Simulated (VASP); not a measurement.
Level of theory: PBE GGA, VASP's PBE PAW potentials (set 64) (plane waves; VASP 6.6.1).

A VASP calculation is set up with these files.

**POSCAR**
```
ZnS
1
    0.0000000000     2.7591000000     2.7591000000
    2.7591000000     0.0000000000     2.7591000000
    2.7591000000     2.7591000000     0.0000000000
Zn S
1 1
Direct
  0.0000000000   0.0000000000   0.0000000000
  0.2500000000   0.2500000000   0.2500000000
```

### INCAR
```
SYSTEM = ZnS
PREC = Accurate; ENCUT = 400; LREAL = F
LASPH = T; KSPACING = 0.4; KGAMMA = T
EDIFF = 1E-6; NELM = 100; ALGO = Normal
LMAXMIX = 4
ISMEAR = 0; SIGMA = 0.05
GGA = PE
ISIF = 2
LWAVE = F; LCHARG = F
```

POTCAR, in this order: Zn S (PBE.64 set). Program: vasp_std.

The run wrote:

### OSZICAR
```
       N       E                     dE             d eps       ncg     rms          rms(c)
DAV:   1     0.858299687768E+02    0.85830E+02   -0.80625E+03   260   0.137E+03
DAV:   2    -0.115327432858E+01   -0.86983E+02   -0.83275E+02   275   0.261E+02
DAV:   3    -0.718325624233E+01   -0.60300E+01   -0.59994E+01   310   0.735E+01
DAV:   4    -0.726061019798E+01   -0.77354E-01   -0.77326E-01   285   0.875E+00
DAV:   5    -0.726184962192E+01   -0.12394E-02   -0.12394E-02   330   0.107E+00    0.630E+00
DAV:   6    -0.684312606362E+01    0.41872E+00   -0.95891E-01   374   0.355E+01    0.492E+00
DAV:   7    -0.682815855087E+01    0.14968E-01   -0.31899E-01   275   0.537E+00    0.253E+00
DAV:   8    -0.682774594753E+01    0.41260E-03   -0.58529E-03   280   0.693E-01    0.723E-01
DAV:   9    -0.682809917182E+01   -0.35322E-03   -0.10041E-03   298   0.348E-01    0.130E-01
DAV:  10    -0.682825166861E+01   -0.15250E-03   -0.19169E-04   290   0.129E-01    0.571E-02
DAV:  11    -0.682828032605E+01   -0.28657E-04   -0.40720E-05   303   0.796E-02    0.758E-03
DAV:  12    -0.682828175372E+01   -0.14277E-05   -0.30618E-06   275   0.211E-02    0.593E-03
DAV:  13    -0.682828161321E+01    0.14051E-06   -0.31191E-07   195   0.133E-02
   1 F= -.68282816E+01 E0= -.68282816E+01  d E =-.479150E-11
```

OUTCAR:
```
------------------------ aborting loop because EDIFF is reached ----------------------------------------
  FORCE on cell =-STRESS in cart. coord.  units (eV):
  Direction    XX          YY          ZZ          XY          YZ          ZX
  --------------------------------------------------------------------------------------
  Total       -0.6903419     -0.6903419     -0.6903419      0.0000000      0.0000000      0.0000000
  in kB      -26.3294926    -26.3294926    -26.3294926      0.0000000      0.0000000      0.0000000
  external PRESSURE =     -26.3294926 kB  Pullay stress =       0.0000000 kB
  volume of cell :       42.01
      direct lattice vectors                 reciprocal lattice vectors
     0.000000000  2.759100000  2.759100000    -0.181218513  0.181218513  0.181218513
     2.759100000  0.000000000  2.759100000     0.181218513 -0.181218513  0.181218513
     2.759100000  2.759100000  0.000000000     0.181218513  0.181218513 -0.181218513
  FREE ENERGIE OF THE ION-ELECTRON SYSTEM (eV)
  ---------------------------------------------------
  free  energy   TOTEN  =        -6.8282816132 eV

  energy  without entropy=       -6.8282816132  energy(sigma->0) =       -6.82828161
```
(Selected blocks of OUTCAR.)

The compound is ZnS in the zinc blende structure. The cell was not relaxed at this level. The run is one of a series of settings (KGAMMA = .TRUE., KSPACING = 0.4, KPOINTS file removed against the base run), some of them coarse on purpose.
